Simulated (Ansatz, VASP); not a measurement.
# Cross-check of TaN between VASP and Ansatz, part 2 of 2

Aim: how closely do two programs agree when they are given the same cell, functional and k mesh? The structure shown is the end of the Ansatz relaxation below.

VASP 6.6.1 and Ansatz 0.2.0.

So far. Step 6 (VASP: single point, LDA, pair 2): The run ends at a pressure of 6.01 GPa.

## (7) Side by side

What differs besides the data sets and the points named for the pairs above, as far as they apply: the data sets hold 18 valence electrons in Ansatz (on its PAW soft_1 files) and 16 in VASP. Total energies have different zeros and are not compared.

The two programs side by side:

| quantity | Ansatz | VASP | difference |
| --- | --- | --- | --- |
| pressure (GPa) | 3.71 | 6.01 | -2.30 |

## (8) Ansatz: relaxation, LDA

This run makes the geometry at which the two programs are then compared. The cell compared in this pair holds 20.51 Å³, against 20.35 Å³ for the pair before.

The structure compared here is the end of the Ansatz relaxation.

input.yaml reads:

```yaml
crystal:
  lattice:
    - [-0.0108690406, 2.1629390859, 2.1738081265]
    - [2.1629390859, -0.0108690406, 2.1738081265]
    - [2.1520700453, 2.1520700453, 0.0]
  atoms:
    - { symbol: "N", position: [0.0, 0.0, 0.0] }
    - { symbol: Ta, position: [0.5, 0.5, 0.5] }
  conventional_axes: [[0, 0, 1], [1, -1, 0], [1, 1, -1]]
kpoints:
  mp_grid: { grid: [16, 16, 16] }
hamiltonian:
  xc: lda
  pseudopotentials: { kind: paw, azcp: { folder: soft_1 }, xc_functional: pbe }
scf:
  occupations: { method: methfessel_paxton, width: 0.2 }
output:
  forces: true
  stress: true
  eigenvalues: true
relax:
  adjacent_minimum: "off"
  f_tol: 0.001
  max_steps: 60
  cell: { stress_tol: 0.01, fix: [a, angles] }
```

Started as:

```bash
ansatz run input.yaml --threads 4 --pin off --max-ram 10240MiB --backend cpu --events-out ev --progress --plain --runs-dir out
```

Numbers of over 12 decimals in the logs are rounded to 6 here.

The log of the run:

```text
[...]
Crystal: 2 atoms, lattice volume = 20.339 Å³
Basis set: ecut = 420 eV, 407 PW (Γ)
Bands: 13, of which v1, the nominal top of the filled ones, is band 9 counted from 1 (8 counted from 0)
Symmetry: 8 space group operations
[...]
k-points: 621 of 4096
[...]
k-point 620: bands = [... 5 lower, 15.4178, 16.3502, 17.3176, 17.4700, 24.2529, 25.8147, 25.8172, 27.0617, ... 4 higher]
--- Relaxed structure (6 steps of the walk, 6 accepted, 2 SCFs on fresh bases) ---
[...]
cell:  # Å, volume = 20.5070 Å³
    - [-0.019562, 2.171632, 2.174382]
    - [2.171632, -0.019562, 2.174382]
    - [2.1520700453, 2.1520700453, 0]
  atoms:
    - { symbol: N, position: [0, 0, 0] }
    - { symbol: Ta, position: [0.500000, 0.500000, 0.500000] }
[key lines of the parts left out:]
SCF converged after 4 iterations
Free energy (F): -10059.467329 eV
Fermi energy:    22.043318 eV
P = ⅓ Tr σ = 0.6888 GPa (6.888 kbar)
```

## (9) VASP: single point, LDA, pair 3

The same cell, functional (in two slightly different forms), mesh and smearing now go to VASP, with its own data sets.

INCAR reads:

```
SYSTEM = TaN
PREC = Accurate
ENCUT = 600
EDIFF = 1E-06
NELM = 120
ISMEAR = 1
SIGMA = 0.2
LREAL = .FALSE.
ALGO = Normal
GGA = CA
NBANDS = 14
LASPH = .TRUE.
LORBIT = 11
LWAVE = .FALSE.
LCHARG = .FALSE.
ISIF = 2
GGA_COMPAT = .FALSE.
KPAR = 2
```

POSCAR reads:

```
TaN
1.0
   -0.0195619395      2.1716319848      2.1743817060
    2.1716319848     -0.0195619395      2.1743817060
    2.1520700453      2.1520700453      0.0000000000
N Ta
1 1
Direct
    0.0000000000      0.0000000000      0.0000000000
    0.5000000000      0.5000000000      0.5000000000
```

KPOINTS reads:

```
Automatic mesh
0
Gamma
16 16 16
0 0 0
```

The projector-augmented-wave data sets are N and Ta_pv (LDA family, release 64).

Started as:

```bash
mpirun -np 2 vasp_std
```

The log of the run:

```text
[... set-up lines as in an earlier step ...]
 entering main loop
       N       E                     dE             d eps       ncg     rms          rms(c)
DAV:   1     0.956846843711E+02    0.95685E+02   -0.98099E+03 17396   0.136E+03
DAV:   2    -0.240608899836E+02   -0.11975E+03   -0.11288E+03 21408   0.331E+02
DAV:   3    -0.271626901411E+02   -0.31018E+01   -0.30632E+01 19810   0.480E+01
DAV:   4    -0.271775082316E+02   -0.14818E-01   -0.14809E-01 20834   0.351E+00
[...]
DAV:  10    -0.241444992226E+02    0.17008E-03   -0.44333E-04 23180   0.262E-01    0.816E-02
DAV:  11    -0.241444817152E+02    0.17507E-04   -0.40872E-05 18864   0.692E-02    0.149E-02
DAV:  12    -0.241444815071E+02    0.20809E-06   -0.23749E-06 22062   0.147E-02
   1 F= -.24144482E+02 E0= -.24143876E+02  d E =-.181603E-02
```

From OUTCAR (step 9):

```text
  Total        0.4205004      0.4205004      0.2856507      0.1340857      0.0000000      0.0000000
  in kB       32.8529216     32.8529216     22.3173629     10.4758726      0.0000000      0.0000000
  external PRESSURE =      29.3410687 kB  Pullay stress =       0.0000000 kB

 POSITION                                       TOTAL-FORCE (eV/Angst)
 -----------------------------------------------------------------------------------
      0.00000      0.00000      0.00000         0.000000      0.000000     -0.000000
      2.15207      2.15207      2.17438        -0.000000      0.000000      0.000000
 -----------------------------------------------------------------------------------
    total drift:                                0.000000      0.000000      0.000000

  FREE ENERGIE OF THE ION-ELECTRON SYSTEM (eV)
  ---------------------------------------------------
  free  energy   TOTEN  =       -24.1444815071 eV

  energy  without entropy=      -24.1426654817  energy(sigma->0) =      -24.14387617

[... 1 part as in an earlier step ...]

[... 2 further parts left out ...]
[key lines of the parts left out:]
E-fermi :   9.8092
```

The run ends at a pressure of 2.93 GPa.

## (10) Comparison

What differs besides the data sets and the points named for the pairs above, as far as they apply: the data sets hold 18 valence electrons in Ansatz (on its PAW soft_1 files) and 16 in VASP. Total energies have different zeros and are not compared.

Both answers:

| quantity | Ansatz | VASP | difference |
| --- | --- | --- | --- |
| pressure (GPa) | 0.69 | 2.93 | -2.25 |

## (11) Summary of results

- difference in pressure (single point, LDA, pair 1): -2.3 GPa
- difference in pressure (single point, LDA, pair 2): -2.3 GPa
- difference in pressure (single point, LDA, pair 3): -2.2 GPa

What this shows: The difference in pressure is -2.3 GPa (single point, LDA, pair 2), beyond the 1 GPa picked in this series as the mark of a large difference. The data sets hold unlike numbers of valence electrons (18 in Ansatz and 16 in VASP), so part of the differences comes from the potentials. What causes the difference of the single point, LDA, pair 1 pair stays open here. What causes the difference of the single point, LDA, pair 2 pair stays open here. What causes the difference of the single point, LDA, pair 3 pair stays open here. 5 further runs of this series are not shown here. How closely two codes agree says nothing of how well the functional describes the real material.

[Lines on the potential files, build, host, timing and source positions are cut from VASP's logs without a mark.]

[Logs are printed without paths, hosts, clocks, repeated set-up lines and the standing remarks that a program may print on its own settings, such as how far it seeks lower states.]

[Hosts, paths, dates, database ids (printed as entryN), source tags and the programs' standing remarks are cut or masked in the printed files.]
